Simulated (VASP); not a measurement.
Crystal: HfZrSe3.

```
CELL_PARAMETERS angstrom
3.25000 1.87639 6.30000
-3.25000 1.87639 6.30000
0.00000 -3.75278 6.30000
ATOMIC_POSITIONS crystal
Zr 0.64500 0.64500 0.64500
Zr 0.35500 0.35500 0.35500
Hf 0.85400 0.85400 0.85400
Hf 0.14600 0.14600 0.14600
Se 0.95100 0.56200 0.22200
Se 0.22200 0.95100 0.56200
Se 0.56200 0.22200 0.95100
Se 0.04900 0.43800 0.77800
Se 0.77800 0.04900 0.43800
Se 0.43800 0.77800 0.04900
```

The cell was built by a generator and needn't be a form met in nature.

| Property | Result |
| --- | --- |
| Program | VASP 6.6.1 |
| Task | relaxation of cell and atoms |
| Functional | PBE |
| Potentials or basis | VASP PAW PBE potentials, release 64 (Zr_sv, Hf_pv, Se) |
| Cutoff | 520 eV |
| k mesh | 3 × 3 × 3 |
| Occupations | gaussian, width 0.15 eV |
| Spin | no spin polarisation |

At the start: pressure 8.9 GPa; volume 23.05 Å³/atom.

Problem. How do energy, volume and symmetry change on relaxing?

Solution. Over 15 steps the energy falls by 275.3 meV/atom and the volume is 24.04 Å³/atom (+4.3 %); space group R-3 (No. 148, to 0.05 Å).

Step by step:
| step | energy change (eV) | largest force (eV/Å) | pressure (GPa) | volume (Å³) |
| --- | --- | --- | --- | --- |
| 1 | 0.0000 | 2.8082 | 8.94 | 230.51 |
| 2 | -0.9199 | 0.8374 | -8.11 | 275.98 |
| 3 | -1.4501 | 1.0187 | -3.29 | 256.14 |
| 4 | -1.8860 | 0.7824 | -0.11 | 244.84 |
| 5 | -1.9292 | 0.6751 | 1.67 | 239.99 |
| 6 | -2.1471 | 0.6925 | 0.40 | 242.92 |
| 7 | -2.3340 | 0.8721 | -1.73 | 248.80 |
| 8 | -2.5061 | 0.7197 | -0.69 | 245.24 |
| 9 | -2.5693 | 0.6202 | 0.35 | 242.10 |
| 10 | -2.6737 | 0.3308 | -0.34 | 242.91 |
| 11 | -2.7262 | 0.1073 | -1.13 | 243.93 |
| 12 | -2.7439 | 0.1447 | 0.71 | 238.85 |
| 13 | -2.7458 | 0.1150 | 0.34 | 240.01 |
| 14 | -2.7457 | 0.1090 | 0.22 | 240.26 |
| 15 | -2.7527 | 0.0591 | 0.03 | 240.37 |

Final structure:
```cif
data_structure
_symmetry_space_group_name_H-M 'P 1'
_symmetry_Int_Tables_number 1
_cell_length_a 7.3342
_cell_length_b 7.3342
_cell_length_c 7.3342
_cell_angle_alpha 54.076
_cell_angle_beta 54.076
_cell_angle_gamma 54.076
_cell_volume 240.37
loop_
_atom_site_label
_atom_site_type_symbol
_atom_site_fract_x
_atom_site_fract_y
_atom_site_fract_z
_atom_site_occupancy
Zr1 Zr 0.66601 0.66601 0.66601 1
Zr2 Zr 0.33399 0.33399 0.33399 1
Hf1 Hf 0.83239 0.83239 0.83239 1
Hf2 Hf 0.16761 0.16761 0.16761 1
Se1 Se 0.91890 0.58339 0.24380 1
Se2 Se 0.24380 0.91890 0.58339 1
Se3 Se 0.58339 0.24380 0.91890 1
Se4 Se 0.08110 0.41661 0.75620 1
Se5 Se 0.75620 0.08110 0.41661 1
Se6 Se 0.41661 0.75620 0.08110 1
```

Caveat: the k mesh is coarse (spacing up to 0.39 Å⁻¹), so the values aren't converged.
